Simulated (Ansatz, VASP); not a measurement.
# Cross-check of WS2 (Tungstenite) between VASP and Ansatz, part 2 of 2

Aim: how closely do two programs agree when they are given the same cell, functional and k mesh? The cell is taken from a series of runs on this material, whose earlier steps may have relaxed, scaled, displaced or heated it; both programs get it as it stands.

VASP 6.6.1 and Ansatz 0.2.0.

So far: The structure; Ansatz: single point, PBE, spin-orbit coupling; VASP: single point, PBE, spin-orbit coupling.

## 3. VASP: single point, PBE, spin-orbit coupling (continued)

Level of this step: PBE, spin-orbit coupling, no spin polarisation; plane waves and PAW (W, S) (VASP).

Numbers of over 12 decimals in the logs are rounded to 6 here.

From OUTCAR (step 3):

```text
ion  position               nearest neighbor table
   1  0.333  0.667  0.250-   4 2.41   6 2.41   4 2.41   6 2.41   4 2.41   6 2.41
   2  0.667  0.333  0.750-   3 2.41   5 2.41   3 2.41   5 2.41   3 2.41   5 2.41
   3  0.333  0.667  0.620-   2 2.41   2 2.41   2 2.41
   4  0.667  0.333  0.120-   1 2.41   1 2.41   1 2.41
   5  0.333  0.667  0.880-   2 2.41   2 2.41   2 2.41
   6  0.667  0.333  0.380-   1 2.41   1 2.41   1 2.41

  LATTYP: Found a hexagonal cell.
 ALAT       =     3.1514244389
 C/A-ratio  =     3.8365270744

 Subroutine GETGRP returns: Found 24 space group operations
 (whereof 12 operations were pure point group operations)

The static configuration has the point symmetry D_3d.
 The point group associated with its full space group is D_6h.

 Found     38 irreducible k-points:

   k-points           NKPTS =     38   k-points in BZ     NKDIM =     38   number of bands    NBANDS=     48

   dimension x,y,z NGX =    28 NGY =   28 NGZ =   98
   dimension x,y,z NGXF=    56 NGYF=   56 NGZF=  196

   ENCUT  =  600.0 eV  44.10 Ry    6.64 a.u.   6.29  6.29 24.15*2*pi/ulx,y,z

   NELECT =      36.0000    total number of electrons

 k-points in reciprocal lattice and weights: Automatic mesh
   0.00000000  0.00000000  0.00000000       0.003
   0.08333333  0.00000000  0.00000000       0.021
   0.16666667  0.00000000  0.00000000       0.021
   0.25000000  0.00000000  0.00000000       0.021
   0.33333333  0.00000000  0.00000000       0.021
   0.41666667  0.00000000  0.00000000       0.021
   0.50000000  0.00000000  0.00000000       0.010
   0.08333333  0.08333333  0.00000000       0.021
   0.16666667  0.08333333  0.00000000       0.042
[...]
0.33333333  0.25000000  0.50000000       0.042
   0.33333333  0.33333333  0.50000000       0.007

 average (electrostatic) potential at core
       1 -39.6142       2 -39.6142       3 -85.4681       4 -85.4681       5 -85.4681
       6 -85.4681

 E-fermi :   7.1240

 k-point     1 :       0.0000    0.0000    0.0000
  band No.  band energies     occupation
    ...
     32       5.3121      1.00000
     33       5.4202      1.00000
     34       5.4202      1.00000
     35       6.6992      1.00000
     36       6.6992      1.00000
     37       8.8165      0.00000
     38       8.8166      0.00000
     39       8.8676      0.00000
     40       8.8676      0.00000
     41       8.8956      0.00000
    ...

 k-point     2 :       0.0833    0.0000    0.0000
  band No.  band energies     occupation
    ...
     32       5.3890      1.00000
     33       5.4600      1.00000
     34       5.4600      1.00000
     35       6.4473      1.00000
     36       6.4473      1.00000
     37       8.7196      0.00000
     38       8.7196      0.00000
     39       8.7373      0.00000
     40       8.7373      0.00000
     41       8.9108      0.00000
    ...

 k-point     3 :       0.1667    0.0000    0.0000
  band No.  band energies     occupation
    ...
     32       5.2442      1.00000
     33       5.3806      1.00000
     34       5.3806      1.00000
     35       5.7935      1.00000
     36       5.7935      1.00000
     37       8.1822      0.00000
     38       8.1822      0.00000
     39       8.5865      0.00000
     40       8.5865      0.00000
     41       8.7160      0.00000
    ...

  Total        2.4395886      2.4395886      2.6274066      0.0000000     -0.0000000     -0.0000000
  in kB       37.5869935     37.5869935     40.4807240      0.0000000     -0.0000000     -0.0000000
  external PRESSURE =      38.5515704 kB  Pullay stress =       0.0000000 kB

  energy-cutoff  :      600.00
  volume of cell :      103.99
      direct lattice vectors                 reciprocal lattice vectors
     3.151424439  0.000000000  0.000000000     0.317316826  0.183202955  0.000000000
    -1.575712219  2.729213622  0.000000000     0.000000000  0.366405910  0.000000000
     0.000000000  0.000000000 12.090525183     0.000000000  0.000000000  0.082709393

 POSITION                                       TOTAL-FORCE (eV/Angst)
 -----------------------------------------------------------------------------------
      0.00000      1.81948      3.02263         0.000000      0.000000      0.000000
      1.57571      0.90974      9.06789         0.000000     -0.000000      0.000000
      0.00000      1.81948      7.49296         0.000000      0.000000      0.065471
      1.57571      0.90974      1.44769        -0.000000     -0.000000      0.065471
      0.00000      1.81948     10.64283         0.000000      0.000000     -0.065471
      1.57571      0.90974      4.59757        -0.000000     -0.000000     -0.065471
 -----------------------------------------------------------------------------------
    total drift:                               -0.000000     -0.000000     -0.000000

  FREE ENERGIE OF THE ION-ELECTRON SYSTEM (eV)
  ---------------------------------------------------
  free  energy   TOTEN  =       -47.6015081496 eV

  energy  without entropy=      -47.6015081496  energy(sigma->0) =      -47.60150815

 Spin-Orbit-Coupling matrix elements
 Ion:    1  E_soc:     -0.3199927
 Ion:    2  E_soc:     -0.3199927
 Ion:    3  E_soc:     -0.0030861
 Ion:    4  E_soc:     -0.0030861
 Ion:    5  E_soc:     -0.0030861
 Ion:    6  E_soc:     -0.0030861

 total charge
# of ion       s       p       d       tot
------------------------------------------
    1        0.569   0.726   4.252   5.547
    2        0.569   0.726   4.252   5.547
    3        1.361   2.362   0.000   3.724
    4        1.361   2.362   0.000   3.724
    5        1.361   2.362   0.000   3.724
    6        1.361   2.362   0.000   3.724
--------------------------------------------------
tot          6.583  10.901   8.505  25.989

 magnetization (x)
# of ion       s       p       d       tot
------------------------------------------
    1        0.000   0.000   0.000   0.000
    2        0.000   0.000  -0.000  -0.000
    3       -0.000  -0.000   0.000  -0.000
    4        0.000   0.000   0.000   0.000
    5        0.000   0.000   0.000   0.000
    6       -0.000  -0.000   0.000  -0.000
--------------------------------------------------
tot          0.000  -0.000  -0.000  -0.000

 magnetization (y)
# of ion       s       p       d       tot
------------------------------------------
    1        0.000   0.000  -0.000  -0.000
    2        0.000   0.000  -0.000  -0.000
    3        0.000   0.000   0.000   0.000
    4        0.000   0.000   0.000   0.000
    5        0.000   0.000   0.000   0.000
    6        0.000   0.000   0.000   0.000
--------------------------------------------------
tot          0.000   0.000  -0.000  -0.000

 magnetization (z)
# of ion       s       p       d       tot
------------------------------------------
    1        0.000   0.000   0.000   0.000
    2        0.000   0.000   0.000   0.000
    3        0.000   0.000   0.000   0.000
    4        0.000   0.000   0.000   0.000
    5        0.000   0.000   0.000   0.000
    6        0.000   0.000   0.000   0.000
--------------------------------------------------
tot          0.000   0.000   0.000   0.000

[... 3 further parts left out ...]
```

The data set W keeps the semicore shell frozen, which is cheaper and a little less accurate.

## 4. Differences

Known differences besides the potentials themselves: spin-orbit coupling enters by fully relativistic files in Ansatz and inside the spheres in VASP; the data sets hold 52 valence electrons in Ansatz (on its fully relativistic PAW (standard-fr) files) and 36 in VASP; the cutoff is 550 eV in Ansatz and 600 eV in VASP. Total energies have different zeros and are not compared.

Compared:

```csv
quantity,Ansatz,VASP,difference
pressure (GPa),4.47,3.86,+0.62
gap on the k mesh (eV),0.824,0.850,-0.026
```

Forces (eV/Å; atoms numbered as in POSCAR):

```csv
atom,"Ansatz x, y, z","VASP x, y, z"
W1,"0.000, 0.000, 0.000","0.000, 0.000, 0.000"
W2,"0.000, 0.000, 0.000","0.000, 0.000, 0.000"
S3,"0.000, 0.000, 0.013","0.000, 0.000, 0.065"
S4,"0.000, 0.000, 0.013","0.000, 0.000, 0.065"
S5,"0.000, 0.000, -0.013","0.000, 0.000, -0.065"
S6,"0.000, 0.000, -0.013","0.000, 0.000, -0.065"
```

The forces differ by 25 meV/Å r.m.s., where the r.m.s. force is 0.006 eV/Å in Ansatz and 0.031 eV/Å in VASP: the atoms lie near their places of rest in Ansatz, so a percentage would say little (all taken over all components). A gap on the mesh is an upper bound, since the band edges may lie between its points.

## 5. What the set-up changes

Further runs change the set-up of one program: Ansatz's method, potentials or start, or VASP's data sets, cutoff or form of LDA. The table gives Ansatz less VASP for each quantity, since a change that brings one quantity closer may part another.

```csv
run,r.m.s. force difference (meV/Å),pressure (GPa),gap on the k mesh (eV)
as above,25,0.62,-0.026
VASP with the data sets W_sv and S and a cutoff of 500 eV,16,-0.29,-0.020
```

## 6. Results

| Property | Result |
| --- | --- |
| r.m.s. force difference (single point, PBE, spin-orbit coupling) | 25 meV/Å |
| difference in pressure (single point, PBE, spin-orbit coupling) | 0.62 GPa |

**Reading.** The r.m.s. force difference is 25 meV/Å (single point, PBE, spin-orbit coupling), beyond the 12 meV/Å picked in this series as the mark of a large difference. The data sets hold unlike numbers of valence electrons (52 in Ansatz and 36 in VASP), so part of the differences comes from the potentials. Single point, PBE, spin-orbit coupling, VASP with the data sets W_sv and S and a cutoff of 500 eV: r.m.s. force difference goes from 25 to 16 meV/Å; the difference in pressure goes from 0.62 to -0.29 GPa. Such differences can come from data sets, numerical settings and the points named under the comparisons, not from the functional's error against experiment.

[Lines on the potential files, build, host, timing and source positions are cut from VASP's logs without a mark.]

[Logs are printed without paths, hosts, clocks, repeated set-up lines and the standing remarks that a program may print on its own settings, such as how far it seeks lower states.]

[Hosts, paths, dates, database ids (printed as entryN), source tags and the programs' standing remarks are cut or masked in the printed files.]
